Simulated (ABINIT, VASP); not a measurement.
An input for ABINIT (PBE, PAW (JTH v2.0 PBE PAW)):

```
# Rh, JTH v2.0 PBE PAW
pp_dirpath "./"
pseudos "Rh.GGA_PBE-JTH.xml"
acell 3*1.0 Angstrom
rprim
         0.0000000000    1.8620000000    1.8620000000
         1.8620000000    0.0000000000    1.8620000000
         1.8620000000    1.8620000000   -0.0000000000
natom 1
ntypat 1
znucl 45
typat 1
xcart
         0.0000000000    0.0000000000    0.0000000000
      Angstrom
ecut 21 Ha
pawecutdg 42 Ha
pawxcdev 0
ixc 11
occopt 7
tsmear 0.2 eV
nband 14
kptopt 1
ngkpt 15 15 15
nshiftk 1
shiftk 0 0 0
nstep 50
tolvrs 1.0e-10
prtwf 0
prtden 0
prtvol 1
enunit 2
```

Question: Translate it to VASP.

Answer: One set of files that does it:

**INCAR**
```
ALGO = Normal
EDIFF = 1E-6
ENCUT = 300
GGA = PE
ISIF = 2
ISMEAR = 0
LASPH = T
LCHARG = F
LMAXMIX = 4
LREAL = F
LWAVE = F
NELM = 100
PREC = Accurate
SIGMA = 0.2
SYSTEM = Rh
```

KPOINTS:
```
Automatic mesh
0
Gamma
15 15 15
0 0 0
```

**POSCAR**
```
Rh
1
    0.0000000000     1.8620000000     1.8620000000
    1.8620000000     0.0000000000     1.8620000000
    1.8620000000     1.8620000000     0.0000000000
Rh
1
Direct
  0.0000000000   0.0000000000   0.0000000000
```

POTCAR, in this order: Rh_pv (PBE.64 set). Program: vasp_std.

Both are inputs of real runs that ended normally. What can't carry over is the choice of potentials or basis and its cut-off, and each code's defaults.

The structure is a typed Rh crystal (Fm-3m). The cell was not relaxed at this level, and its volume differs by -5.9 % from the start's.
